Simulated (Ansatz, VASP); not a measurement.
# Cross-check of SnPt2 (antifluorite type (invented)) between VASP and Ansatz

Aim: how closely do two programs agree when they are given the same cell, functional and k mesh? The cell is generated by rule, not measured, and may not be a known phase. The cell is taken from a series of runs on this material, whose earlier steps may have relaxed, scaled, displaced or heated it; both programs get it as it stands.

Method: plane waves, with VASP 6.6.1 beside it; relaxation of cell and atoms at LDA, in Ansatz 0.2.0.

## 1. Starting point

The structure is cubic, space group Fm-3m (No. 225). Conventional cell: a = 6.067 Å, b = 6.067 Å, c = 6.067 Å, α = 90.00°, β = 90.00°, γ = 90.00°. Nearest to Sn lie 8 Pt at 2.63 Å. Pt has 4 Sn at 2.63 Å nearest. Farther neighbours are not listed.

## 2. VASP: relaxation of cell and atoms, LDA

The relaxed volume is the usual yardstick between codes: in a stiff, nearly cubic crystal its relative difference is about their pressure difference at one cell divided by the bulk modulus.

Lines of VASP's logs that name or quote its potential files are left out, and so is its time.

Input file INCAR:

```
SYSTEM = SnPt2
PREC = Accurate
ENCUT = 500
EDIFF = 1E-07
NELM = 120
ISMEAR = 0
SIGMA = 0.1
LREAL = .FALSE.
ALGO = Normal
GGA = CA
NBANDS = 23
LASPH = .TRUE.
LORBIT = 11
LWAVE = .FALSE.
LCHARG = .FALSE.
ISIF = 3
IBRION = 2
NSW = 80
EDIFFG = -0.005
GGA_COMPAT = .FALSE.
NELMIN = 4
```

Input file POSCAR:

```
SnPt2
1.0
    0.0000000000      3.0335160000      3.0335160000
    3.0335160000      0.0000000000      3.0335160000
    3.0335160000      3.0335160000      0.0000000000
Sn Pt
1 2
Direct
    0.0000000000      0.0000000000      0.0000000000
    0.2500000000      0.2500000000      0.2500000000
    0.7500000000      0.7500000000      0.7500000000
```

Input file KPOINTS:

```
Automatic mesh
0
Gamma
12 12 12
0 0 0
```

Potentials, in the order of the species: Sn_d and Pt (LDA family, release 64).

Launch:

```bash
$ mpirun -np 1 vasp_std
```

Numbers of over 12 decimals in the logs are rounded to 6 here.

Output:

```text
[banner, memory and clock lines left out]
running    1 mpi-ranks, on    1 nodes
 distrk:  each k-point on    1 cores,    1 groups
 distr:  one band on    1 cores,    1 groups

 POSCAR found type information on POSCAR SnPt
 POSCAR found :  2 types and       3 ions
 LDA part: xc-table for (Slater(with rela. corr.)+CA(PZ))
 , standard interpolation
 POSCAR, INCAR and KPOINTS ok, starting setup
 FFT: planning ... GRIDC
 FFT: planning ... GRID_SOFT
 FFT: planning ... GRID
 WAVECAR not read
 entering main loop
       N       E                     dE             d eps       ncg     rms          rms(c)
DAV:   1     0.286084501421E+03    0.28608E+03   -0.16178E+04  3535   0.195E+03
DAV:   2     0.563845078733E+01   -0.28045E+03   -0.26352E+03  3515   0.509E+02
DAV:   3    -0.201936802887E+02   -0.25832E+02   -0.25053E+02  3922   0.123E+02
DAV:   4    -0.208794899474E+02   -0.68581E+00   -0.68528E+00  3838   0.208E+01
DAV:   5    -0.209015311527E+02   -0.22041E-01   -0.22041E-01  4577   0.376E+00    0.121E+01
DAV:   6    -0.202669668385E+02    0.63456E+00   -0.19856E+00  3760   0.102E+01    0.548E+00
DAV:   7    -0.202038448806E+02    0.63122E-01   -0.66963E-02  4515   0.399E+00    0.311E+00
DAV:   8    -0.201819645842E+02    0.21880E-01   -0.25001E-02  4510   0.188E+00    0.167E-01
DAV:   9    -0.201813631758E+02    0.60141E-03   -0.23421E-03  4483   0.764E-01    0.906E-02
DAV:  10    -0.201813162043E+02    0.46972E-04   -0.21167E-04  4637   0.177E-01    0.201E-02
DAV:  11    -0.201813173615E+02   -0.11572E-05   -0.45379E-06  4286   0.172E-02    0.973E-03
DAV:  12    -0.201813171105E+02    0.25094E-06   -0.27040E-07  3401   0.536E-03    0.808E-04
DAV:  13    -0.201813171182E+02   -0.76461E-08   -0.66967E-08  2062   0.210E-03
   1 F= -.20181317E+02 E0= -.20177925E+02  d E =-.201813E+02
 curvature:   0.00 expect dE= 0.000E+00 dE for cont linesearch  0.000E+00
 trial: gam= 0.00000 g(F)=  0.159E-45 g(S)=  0.285E-02 ort = 0.000E+00 (trialstep = 0.100E+01)
 search vector abs. value=  0.285E-02
 bond charge predicted
       N       E                     dE             d eps       ncg     rms          rms(c)
DAV:   1    -0.202309310615E+02   -0.49614E-01   -0.96055E-01  4391   0.124E+01    0.139E+00
DAV:   2    -0.201848267793E+02    0.46104E-01   -0.12052E-01  3781   0.346E+00    0.464E-01
DAV:   3    -0.201808176962E+02    0.40091E-02   -0.70539E-03  4492   0.128E+00    0.225E-01
DAV:   4    -0.201799039056E+02    0.91379E-03   -0.23157E-03  4777   0.756E-01    0.568E-02
DAV:   5    -0.201798492445E+02    0.54661E-04   -0.14688E-04  4445   0.137E-01    0.199E-02
DAV:   6    -0.201798441527E+02    0.50918E-05   -0.10364E-05  4947   0.274E-02    0.453E-03
DAV:   7    -0.201798439780E+02    0.17476E-06   -0.54315E-07  3477   0.671E-03    0.163E-03
DAV:   8    -0.201798439378E+02    0.40195E-07   -0.15625E-07  2668   0.517E-03
   2 F= -.20179844E+02 E0= -.20176437E+02  d E =0.147318E-02
 trial-energy change:    0.001473  1 .order    0.001468   -0.002854    0.005791
 step:   0.3294(harm=  0.3301)  dis= 0.00000  next Energy=   -20.181787 (dE=-0.470E-03)
 bond charge predicted
       N       E                     dE             d eps       ncg     rms          rms(c)
DAV:   1    -0.202047951858E+02   -0.24951E-01   -0.42814E-01  4406   0.813E+00    0.945E-01
DAV:   2    -0.201840071476E+02    0.20788E-01   -0.54079E-02  3781   0.232E+00    0.295E-01
DAV:   3    -0.201822089645E+02    0.17982E-02   -0.31911E-03  4514   0.879E-01    0.140E-01
DAV:   4    -0.201818122039E+02    0.39676E-03   -0.98559E-04  4814   0.496E-01    0.357E-02
DAV:   5    -0.201817872658E+02    0.24938E-04   -0.63929E-05  4408   0.887E-02    0.111E-02
DAV:   6    -0.201817854406E+02    0.18253E-05   -0.39772E-06  5004   0.173E-02    0.302E-03
DAV:   7    -0.201817853575E+02    0.83070E-07   -0.20511E-07  2867   0.426E-03
   3 F= -.20181785E+02 E0= -.20178390E+02  d E =-.468239E-03
 curvature:  -0.17 expect dE=-0.255E-07 dE for cont linesearch -0.255E-07
 trial: gam= 0.00000 g(F)=  0.706E-46 g(S)=  0.155E-06 ort =-0.210E-04 (trialstep = 0.866E+00)
 search vector abs. value=  0.155E-06
 reached required accuracy - stopping structural energy minimisation
```

OUTCAR, selected parts (step 2):

```text
ion  position               nearest neighbor table
   1  0.000  0.000  0.000-   3 2.63   3 2.63   3 2.63   2 2.63   2 2.63   2 2.63   3 2.63   2 2.63

  LATTYP: Found a face centered cubic cell.
 ALAT       =     6.0670320000

 Subroutine GETGRP returns: Found 48 space group operations
 (whereof 48 operations were pure point group operations)

The static configuration has the point symmetry O_h .

 Found     72 irreducible k-points:

   k-points           NKPTS =     72   k-points in BZ     NKDIM =     72   number of bands    NBANDS=     23

   dimension x,y,z NGX =    32 NGY =   32 NGZ =   32
   dimension x,y,z NGXF=    64 NGYF=   64 NGZF=   64

   ENCUT  =  500.0 eV  36.75 Ry    6.06 a.u.   7.82  7.82  7.82*2*pi/ulx,y,z

   NELECT =      34.0000    total number of electrons

 k-points in reciprocal lattice and weights: Automatic mesh
   0.00000000  0.00000000  0.00000000       0.001
   0.08333333  0.00000000  0.00000000       0.005
   0.16666667  0.00000000  0.00000000       0.005
   0.25000000  0.00000000  0.00000000       0.005
   0.33333333  0.00000000  0.00000000       0.005
   0.41666667  0.00000000  0.00000000       0.005
   0.50000000  0.00000000  0.00000000       0.002
   0.08333333  0.08333333  0.00000000       0.003
   0.16666667  0.08333333  0.00000000       0.014
[...]
-0.33333333  0.50000000  0.16666667       0.007
  -0.25000000  0.50000000  0.25000000       0.003

 average (electrostatic) potential at core
       1 -97.0721       2 -64.5319       3 -64.5319

 E-fermi :   9.6259

 k-point     1 :       0.0000    0.0000    0.0000
  band No.  band energies     occupation
    ...
     12       7.7469      2.00000
     13       7.7469      2.00000
     14       7.7469      2.00000
     15       8.8226      2.00000
     16       8.8226      2.00000
     17      12.7588      0.00000
     18      14.1824      0.00000
     19      14.1824      0.00000
     20      14.1824      0.00000
     21      15.0942      0.00000
    ...

 k-point     2 :       0.0833    0.0000    0.0000
  band No.  band energies     occupation
    ...
     12       7.6562      2.00000
     13       7.6982      2.00000
     14       7.6982      2.00000
     15       8.6807      2.00000
     16       8.6807      2.00000
     17      12.5787      0.00000
     18      13.0457      0.00000
     19      14.0909      0.00000
     20      14.0909      0.00000
     21      15.2996      0.00000
    ...

 k-point     3 :       0.1667    0.0000    0.0000
  band No.  band energies     occupation
    ...
     12       7.4088      2.00000
     13       7.5544      2.00000
     14       7.5544      2.00000
     15       8.3041      2.00000
     16       8.3041      2.00000
     17      10.9890      0.00000
     18      13.0187      0.00000
     19      13.9391      0.00000
     20      13.9391      0.00000
     21      15.7184      0.00000
    ...

  Total       -0.0017899     -0.0017899     -0.0017899      0.0000000      0.0000000     -0.0000000
  in kB       -0.0511681     -0.0511681     -0.0511681      0.0000000      0.0000000     -0.0000000
  external PRESSURE =      -0.0511681 kB  Pullay stress =       0.0000000 kB

  energy-cutoff  :      500.00
  volume of cell :       56.05
      direct lattice vectors                 reciprocal lattice vectors
    -0.000000000  3.037424532  3.037424532    -0.164613143  0.164613143  0.164613143
     3.037424532 -0.000000000  3.037424532     0.164613143 -0.164613143  0.164613143
     3.037424532  3.037424532  0.000000000     0.164613143  0.164613143 -0.164613143

 POSITION                                       TOTAL-FORCE (eV/Angst)
 -----------------------------------------------------------------------------------
      0.00000     -0.00000      0.00000         0.000000      0.000000     -0.000000
      1.51871      1.51871      1.51871         0.000000      0.000000      0.000000
      4.55614      4.55614      4.55614        -0.000000     -0.000000     -0.000000
 -----------------------------------------------------------------------------------
    total drift:                                0.000000     -0.000000      0.000000

  FREE ENERGIE OF THE ION-ELECTRON SYSTEM (eV)
  ---------------------------------------------------
  free  energy   TOTEN  =       -20.1817853575 eV

  energy  without entropy=      -20.1749954712  energy(sigma->0) =      -20.17839041

 reached required accuracy - stopping structural energy minimisation

 total charge
# of ion       s       p       d       tot
------------------------------------------
    1        1.080   1.348  10.178  12.605
    2        0.631   0.484   8.224   9.339
    3        0.631   0.484   8.224   9.339
--------------------------------------------------
tot          2.342   2.315  26.625  31.282

[... 3 further parts left out ...]
```

CONTCAR:

```
SnPt2
   1.00000000000000
    -0.0000000000000000    3.0374245323185791    3.0374245323185791
     3.0374245323185791   -0.0000000000000000    3.0374245323185791
     3.0374245323185791    3.0374245323185791    0.0000000000000000
  Sn              Pt
     1     2
Direct
     0.0000000000000000    0.0000000000000000    0.0000000000000000
     0.2500000000000000    0.2500000000000000    0.2500000000000000
     0.7500000000000000    0.7500000000000000    0.7500000000000000
```

## 3. Ansatz: relaxation of cell and atoms, LDA

Ansatz runs on its default PAW (the set named soft_2) files.

The same cell, functional (in two slightly different forms), mesh and smearing now go to Ansatz, which takes its cutoff from its data sets.

Input file input.yaml:

```yaml
crystal:
  lattice:
    - [0.0, 3.0335157424, 3.0335157424]
    - [3.0335157424, 0.0, 3.0335157424]
    - [3.0335157424, 3.0335157424, 0.0]
  atoms:
    - { symbol: Sn, position: [0.0, 0.0, 0.0] }
    - { symbol: Pt, position: [0.25, 0.25, 0.25] }
    - { symbol: Pt, position: [0.75, 0.75, 0.75] }
kpoints:
  mp_grid: { grid: [12, 12, 12] }
hamiltonian:
  xc: lda
scf:
  occupations: { method: gaussian, width: 0.1 }
output:
  forces: true
  stress: true
  eigenvalues: true
relax:
  adjacent_minimum: "off"
  f_tol: 0.005
  max_steps: 80
  cell: { stress_tol: 0.05 }
```

Launch:

```bash
$ ansatz run input.yaml --threads 2 --pin off --max-ram 5120MiB --backend cpu --events-out ev --progress --plain --runs-dir out
```

Output:

```text
Engine: ansatz 0.2.0, aarch64-unknown-linux-gnu
Pseudopotentials: kind: paw
Pseudopotential: Sn, paw, valence charge 14, recommended cutoff 420 eV (normal), Sn.paw.azcp
Pseudopotential: Pt, paw, valence charge 18, recommended cutoff 420 eV (normal), Pt.paw.azcp
Functional definition: SPW92
  exchange = slater_x
  correlation = pw_c
Crystal: 3 atoms, lattice volume = 55.830 Å³
Basis set: ecut = 420 eV, 1067 PW (Γ)
Bands: 30, of which v1, the nominal top of the filled ones, is band 25 counted from 1 (24 counted from 0)
Symmetry: 48 space group operations
Space group: Fm-3m (ITA 225), of the structure as read, at distance tolerance 3.8e-5 Å
k-points: 72 of 1728
Non-local potential: Sn, projectors of the file, l = 0: 2, l = 1: 2, l = 2: 2, l = 3: 2
Non-local potential: Pt, projectors of the file, l = 0: 3, l = 1: 2, l = 2: 2, l = 3: 1
PAW form: soft (Blöchl's): semilocal exchange-correlation on the pseudo side does not see the compensation charge
PAW frozen core: Sn, regenerated for the run's functional, and the local potential with it (the file was generated under x = pbe(κ = 0.804, μ = 0.219515), c = pbe(β = 0.066725))
PAW frozen core: Pt, regenerated for the run's functional, and the local potential with it (the file was generated under x = pbe(κ = 0.804, μ = 0.219515), c = pbe(β = 0.066725))
PAW one-centre angular grid: Sn, 590 points (default); XC on 64 Gauss nodes
PAW one-centre angular grid: Pt, 590 points (default); XC on 64 Gauss nodes
Initial density: superposition of atomic densities (neutral atoms: chi_scale 0, normalization atom), corrected by the library's trained network
Initial wavefunctions: pseudopotential atomic-orbital guess
Functional: x = slater, c = lda
SCF iter   1: F=—  HF=-30370.192392 eV  |F-HF|=—  |Δ(HF+E_count)|=         —  Δρ=1.05e-2  dr2=5.97e-2  ethr=1.77e-3  ⟨swp⟩=6.0  Hψ=8623  notcnv=0
preconditioner: auto → LDOS  [metal: Δε(μ)=0.053 eV  Ē_g=13.644 eV  σ=0.100 eV  W_gap=0.28  n_scr=14 (ndim 8)  ℏωp=29.0 eV  f_vac=0.028  D(μ)=1.49/eV (n_scr^D=14)  β→1.0]
SCF iter   2: F=—  HF=-30370.186517 eV  |F-HF|=—  |Δ(HF+E_count)|=   5.87e-3  Δρ=8.35e-3  dr2=4.21e-2  ethr=1.19e-4  ⟨swp⟩=2.0  Hψ=4273  notcnv=0  defer=49
SCF iter   3: F=—  HF=-30370.174056 eV  |F-HF|=—  |Δ(HF+E_count)|=   1.25e-2  Δρ=8.54e-4  dr2=3.76e-4  ethr=8.42e-5  ⟨swp⟩=3.0  Hψ=3976  notcnv=0  defer=49
SCF iter   4: F=—  HF=-30370.173963 eV  |F-HF|=—  |Δ(HF+E_count)|=   9.25e-5  Δρ=9.51e-5  dr2=1.85e-6  ethr=7.53e-7  ⟨swp⟩=2.0  Hψ=2875  notcnv=0  defer=49
SCF iter   5: F=—  HF=-30370.173963 eV  |F-HF|=—  |Δ(HF+E_count)|=   4.05e-7  Δρ=2.20e-5  dr2=2.26e-7  ethr=3.70e-9  ⟨swp⟩=2.1  Hψ=3388  notcnv=0  defer=49
SCF iter   6: F=-30370.173963 eV  HF=-30370.173963 eV  |F-HF|=2.47e-10  |Δ(HF+E_count)|=   6.72e-8  Δρ=3.07e-6  dr2=1.90e-9  ethr=2.00e-10  ⟨swp⟩=7.6  Hψ=8968  notcnv=0
SCF 1 converged in 6 iterations: F = -30370.173963 eV  dr2 = 1.90e-9
  greatest PAW one-centre occupation: 1.000 electrons in one spin orbital (limit 2), on the Pt atom at site 2 (counted from 0), in its partial waves of l = 0
relax step   1: F+E_penalty+E_count = -30370.17396341 eV  Δ(F+E_penalty+E_count) = +0.000e0 eV  max|allowed force component| = 3.084e-18 eV/Å  Δτ_max = 0.0000 Å  P = +0.063 GPa  Ω = 55.830 Å³  (6 SCF iters, dr2 threshold 1.00e-7 eV, accepted)
[...]
relax step   2: F+E_penalty+E_count = -30370.17392971 eV  Δ(F+E_penalty+E_count) = +3.370e-5 eV  max|allowed force component| = 1.173e-17 eV/Å  Δτ_max = 0.0000 Å  P = -0.087 GPa  Ω = 55.876 Å³  energy of the carried Pulay correction = -3.014e-5 eV  (4 SCF iters, dr2 threshold 9.85e-9 eV, rejected (line search))
[...]
relax step   3: F+E_penalty+E_count = -30370.17395459 eV  Δ(F+E_penalty+E_count) = +8.818e-6 eV  max|allowed force component| = 7.517e-18 eV/Å  Δτ_max = 0.0000 Å  P = -0.000 GPa  Ω = 55.850 Å³  energy of the carried Pulay correction = -1.261e-5 eV  (5 SCF iters, accepted)
[...]
relax step   4: F+E_penalty+E_count = -30370.17398966 eV  Δ(F+E_penalty+E_count) = -3.507e-5 eV  max|allowed force component| = 1.041e-17 eV/Å  Δτ_max = 0.0000 Å  P = -0.001 GPa  Ω = 55.850 Å³  stress off target by 6.77e-4 GPa  SCF on the basis re-selected at this cell (its energy is not comparable with the rows above)  (4 SCF iters)
basis re-selected at this cell: Δ(F+E_penalty+E_count) = -3.507e-5 eV, ΔP = -0.001 GPa vs the last step (what re-selecting the basis moved, of the pressure what is left beyond the Pulay correction that the steps carried, after the strain that the cell walked since its last selection, with what the two solves' SCF thresholds leave and, on support functions, any second-order correction that the steps lacked; it is no m [...]
SCF converged after 4 iterations
Free energy (F): -30370.173990 eV
Harris-Foulkes:  -30370.173990 eV  (|F-HF|=7.28e-12)
Internal energy: -30370.167181 eV  (E = F + TS)
E sigma→0 (E₀):  -30370.170585 eV
Entropy (-TS):   -0.006809 eV (-2.270 meV/atom)
Fermi energy:    17.403486 eV
--- Per-component energies (eV) ---
  E_band       = -468.771279
  E_kinetic    = 1472.035230
  E_local      = -4504.338851  (includes V_loc(G=0)·N_el)
  E_nonlocal   = 389.116383
  E_hartree    = 1917.369717
  E_xc         = -900.053209
  E_vxc        = -704.853030  (∫ρ·V_xc dr)
  E_paw        = -22356.983263  (= ΣΔE_a)
  E_vpaw       = -955.470759  (= ΣTr[D̂ρ^β])
  E_aug_tail   = 0.000359  (compensation charges beyond the density's cutoff)
  E_ewald      = -6388.666184
  E_core_change = 1.352637  (= ΣΔE_core)
  E_smearing   = -0.006809  (= −TS)
  E_closure    = 0.000000  (closes the sum)
  Σ components = -30370.173990   (vs F -30370.173990, Δ=0.00e0)
--- Forces (eV/Å), atoms counted from 1 ---
  atom   1  Sn    -0.00000000     0.00000000    -0.00000000
  atom   2  Pt    -0.00000000    -0.00000000     0.00000000
  atom   3  Pt     0.00000000     0.00000000    -0.00000000
  max |Σ_I F_I| component: 6.94e-18 eV/Å
--- Stress (GPa, compression-positive) ---
       -0.000677       0.000000       0.000000
        0.000000      -0.000677       0.000000
        0.000000       0.000000      -0.000677
  P = ⅓ Tr σ = -0.0007 GPa (-0.007 kbar)
--- Band table (eV; the first three rows and the last of 72) ---
  k-point 0: bands = [... 21 lower, 15.5271, 16.6080, 16.6080, 20.5075, 21.9585, 21.9585, 21.9585, 22.8931, ... 1 higher]
  k-point 1: bands = [... 21 lower, 15.4780, 16.4649, 16.4649, 20.3384, 20.8020, 21.8721, 21.8721, 23.0942, ... 1 higher]
  k-point 2: bands = [... 21 lower, 15.3335, 16.0854, 16.0854, 18.7513, 20.7692, 21.7263, 21.7263, 23.5087, ... 1 higher]
  k-point 71: bands = [... 21 lower, 14.9255, 15.0146, 15.0744, 15.6783, 17.2665, 17.2665, 24.0849, 24.0849, ... 1 higher]
--- Relaxed structure (3 steps of the walk, 2 accepted, 1 SCFs on fresh bases) ---
  F+E_penalty+E_count = -30370.17398966 eV   max|allowed force component| = 1.041e-17 eV/Å   (the final SCF, on the basis selected at the relaxed cell)
  cell:  # Å, volume = 55.8495 Å³
    - [0.0, 3.033867, 3.033867]
    - [3.033867, 0, 3.033867]
    - [3.033867, 3.033867, 0]
  atoms:
    - { symbol: Sn, position: [0, 0, 0] }
    - { symbol: Pt, position: [0.250000, 0.250000, 0.250000] }
    - { symbol: Pt, position: [0.750000, 0.750000, 0.750000] }
```

## 4. Differences

Known differences besides the potentials themselves: the two LDA forms differ slightly; the data sets hold 50 valence electrons in Ansatz (on its default PAW (the set named soft_2) files) and 34 in VASP; the cutoff is 420 eV in Ansatz and 500 eV in VASP; VASP's log shows a relativistic correction to its local exchange, Ansatz's none; Ansatz adds a Pulay correction to the stress that steers its cell, VASP none. Total energies have different zeros and are not compared.

Both answers:

| quantity | Ansatz | VASP | difference |
| --- | --- | --- | --- |
| volume (Å³) | 55.85 | 56.05 | -0.35 % |
| edge a after relaxation, in the typed setting (Å) | 4.290 | 4.296 | -0.12 % |

## 5. Outcome

```yaml
difference_in_volume_relaxation_of_cell_and_atoms_lda: -0.35 %
```

In words: The difference in volume is -0.35 % (relaxation of cell and atoms, LDA), within the 1.2 % picked in this series as the mark of a large difference, as far as the stopping tolerances let one tell. The data sets hold unlike numbers of valence electrons (50 in Ansatz and 34 in VASP), so part of the differences comes from the potentials. 1 further run of this series is not shown here. Such differences can come from data sets, numerical settings and the points named under the comparisons, not from the functional's error against experiment.

[Lines on the potential files, build, host, timing and source positions are cut from VASP's logs without a mark.]

[Logs are printed without paths, hosts, clocks, repeated set-up lines and the standing remarks that a program may print on its own settings, such as how far it seeks lower states.]

[Hosts, paths, dates, database ids (printed as entryN), source tags and the programs' standing remarks are cut or masked in the printed files.]
